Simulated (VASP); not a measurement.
An input for Quantum ESPRESSO's pw.x (written as the equivalent of a VASP run, and not itself run):

```
&CONTROL
  calculation = 'scf'
  pseudo_dir = './pseudo'
  outdir = './out'
  tprnfor = .true.
  tstress = .true.
/
&SYSTEM
  ibrav = 0
  nat = 4
  ntyp = 1
  ecutwfc = 110
  occupations = 'smearing'
  smearing = 'methfessel-paxton'
  degauss = 0.00735
  input_dft = 'pbe'
/
&ELECTRONS
  conv_thr = 7.3e-08
  electron_maxstep = 100
/
ATOMIC_SPECIES
  La 138.905 La.upf
CELL_PARAMETERS angstrom
     1.9227000   -3.3302140    0.0000000
     1.9227000    3.3302140    0.0000000
     0.0000000    0.0000000   12.4032000
ATOMIC_POSITIONS crystal
  La   0.0000000  0.0000000  0.5000000
  La   0.0000000  0.0000000  0.0000000
  La   0.3333330  0.6666670  0.2500000
  La   0.6666670  0.3333330  0.7500000
K_POINTS automatic
  7 7 2 0 0 0
```

Q: Write the VASP files for the same calculation (PBE).

A: One answer among several that fit: 
File POSCAR:
```
La
1
    1.9227000000    -3.3302140000     0.0000000000
    1.9227000000     3.3302140000     0.0000000000
    0.0000000000     0.0000000000    12.4032000000
La
4
Direct
  0.0000000000   0.0000000000   0.5000000000
  0.0000000000   0.0000000000   0.0000000000
  0.3333330000   0.6666670000   0.2500000000
  0.6666670000   0.3333330000   0.7500000000
```

INCAR:
```
ALGO=Normal
EDIFF=1E-6
ENCUT=400
GGA=PE
ISIF=2
ISMEAR=1
LASPH=.TRUE.
LCHARG=.FALSE.
LMAXMIX=6
LREAL=.FALSE.
LWAVE=.FALSE.
NELM=100
PREC=Accurate
SIGMA=0.1
SYSTEM=La
```

**KPOINTS**
```
Automatic mesh
0
Gamma
7 7 2
0 0 0
```

POTCAR, in this order: La (PBE.64 set). Program: vasp_std.

The two are equivalent in intent, not identical: the potentials are each code's own (VASP's PAW set, PseudoDojo norm-conserving files in pw.x), so ENCUT and ecutwfc are chosen apart and not converted; conv_thr bounds pw.x's estimated SCF error, while EDIFF bounds the energy change between steps.

The compound is La in the dhcp structure. The cell was not relaxed at this level.
